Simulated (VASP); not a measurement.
Energy against volume of SiO2 (rutile). All values below come from RPBE GGA, VASP's PBE PAW potentials (set 64) (plane waves; VASP 6.6.1). Settings: 520 eV cut-off, 5×5×8 Γ-centred mesh, Gaussian smearing of 0.050 eV, potentials Si O.

Shape and ions are relaxed at each volume.

| V (Å³/atom) | E (eV/atom) |
|---|---|
| 7.952 | -7.30707 |
| 8.198 | -7.31341 |
| 8.444 | -7.30869 |
| 8.690 | -7.29531 |

Q: Fit these four points and predict the energy of the run at 7.706 Å³/atom.

A: A cubic in V^(−2/3), the third-order Birch-Murnaghan form, passes through the four points with V0 = 8.21 Å³/atom and B0 = 237 GPa, and gives -7.2867 eV/atom there. The run gave -7.2871 eV/atom, -0.4 meV/atom from the fit; all five points give B0 = 236 GPa.

The compound is SiO2 in the rutile structure, stishovite, a high-pressure form. It was relaxed first, which changed the volume by +6 %.
